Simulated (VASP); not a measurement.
Input for VASP

File POSCAR:
```
BaZrO3
1
    3.9827242113     0.0000000000     0.0000000000
    0.0000000000     3.9827242113     0.0000000000
    0.0000000000     0.0000000000     3.9827242113
Ba Zr O
1 1 3
Direct
  0.0000000000   0.0000000000   0.0000000000
  0.5000000000   0.5000000000   0.5000000000
  0.5000000000   0.0000000000   0.5000000000
  0.0000000000   0.5000000000   0.5000000000
  0.5000000000   0.5000000000   0.0000000000
```

File KPOINTS:
```
kpoints
0
Gamma
6 6 6
```

### INCAR
```
ALGO = Normal
EDIFF = 1E-6
EDIFFG = -0.02
ENCUT = 620
IBRION = 2
ISIF = 3
ISMEAR = 0
LASPH = .True.
LCHARG = .False.
LMAXMIX = 4
LREAL = .False.
LWAVE = .False.
NELM = 100
NSW = 40
PREC = Accurate
PSTRESS = 450
SIGMA = 0.05
SYSTEM = BaZrO3
```

POTCAR, in this order: Ba_sv Zr_sv O (LDA.64 set). Program: vasp_std.

Question: Write an equivalent input for Ansatz.

Answer: One equivalent input (not run):
Ansatz 0.2 input:
```yaml
crystal:
  lattice:
    - [3.9827242, 0.0000000, 0.0000000]
    - [0.0000000, 3.9827242, 0.0000000]
    - [0.0000000, 0.0000000, 3.9827242]
  atoms:
    - { symbol: Ba, position: [0.0000000, 0.0000000, 0.0000000] }
    - { symbol: Zr, position: [0.5000000, 0.5000000, 0.5000000] }
    - { symbol: O, position: [0.5000000, 0.0000000, 0.5000000] }
    - { symbol: O, position: [0.0000000, 0.5000000, 0.5000000] }
    - { symbol: O, position: [0.5000000, 0.5000000, 0.0000000] }
kpoints:
  mp_grid: { grid: [6, 6, 6] }
hamiltonian:
  xc: lda
  pseudopotentials: { kind: paw }
scf:
  occupations: { method: gaussian, width: 0.05 }
  max_iter: 100
relax:
  max_steps: 40
  f_tol: 0.02
  cell: { p_target: 45 }
output: { forces: true, stress: true, eigenvalues: true }
```
The two are equivalent in intent, not identical: each code has its own PAW files, so the cut-off isn't converted (ENCUT is set for VASP's; basis.ecutwfc is left out, and Ansatz then takes the one that its files recommend); Ansatz stops its SCF on the density residual and VASP on the energy change (EDIFF); Ansatz's lda is the Perdew-Wang form, while the LDA potentials of VASP carry Perdew-Zunger's.

The compound is BaZrO3 in the cubic perovskite structure. This run relaxes it under an external pressure of 45 GPa. Symmetry was kept, so distortions that lower it aren't found.
